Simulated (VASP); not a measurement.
BaTaCuO5: equation of state with PBE

BaTaCuO5:

```xyz
8
Lattice="3.8053 0.0000 0.0000 0.0000 3.8053 0.0000 0.0000 0.0000 9.1729" Properties=species:S:1:pos:R:3 pbc="T T T"
Ta    0.0000    0.0000    6.4980
Ba    1.9027    1.9027    0.2688
Cu    0.0000    0.0000    2.5253
O     0.0000    0.0000    8.3684
O     0.0000    1.9027    2.1618
O     1.9027    0.0000    2.1618
O     0.0000    1.9027    6.0872
O     1.9027    0.0000    6.0872
```

The cell comes from a database or a generator and needn't be the stable form of this composition.

```json
{"Program": "VASP 6.6.1", "Task": "equation of state", "Functional": "PBE", "Potentials or basis": "VASP PAW PBE potentials, release 64 (Ta_pv, Ba_sv, Cu, O)", "Cutoff": "520 eV", "k mesh": "7 × 7 × 3", "Occupations": "fermi-dirac, width 0.05 eV", "Spin": "no spin polarisation", "Further INCAR settings": "ALGO = Normal; EDIFF = 1e-07; NBANDS = 41"}
```

```json
{"Equilibrium volume": "16.59 Å³/atom", "Bulk modulus at fixed shape and positions": "127 GPa", "Pressure derivative of the bulk modulus": "4.4"}
```

Energy against volume, from the lowest point:
```csv
volume (Å³/atom),energy (meV/atom)
15.607,25.72
15.939,10.87
16.271,2.51
16.604,0.00
16.936,2.73
17.268,10.16
17.600,21.80
```

All runs of the series together: 18 min on 1 thread of Intel(R) Xeon(R) Platinum 8488C (Sapphire Rapids) (shared host).

Caveat: the cell was scaled at fixed shape and fractional positions, which overstates the stiffness of a crystal with free parameters, most of all of layers and chains; the run has no spin polarisation, though such a crystal can be magnetic. The run has no spin-orbit coupling, so splittings on Ba, Ta are missing.
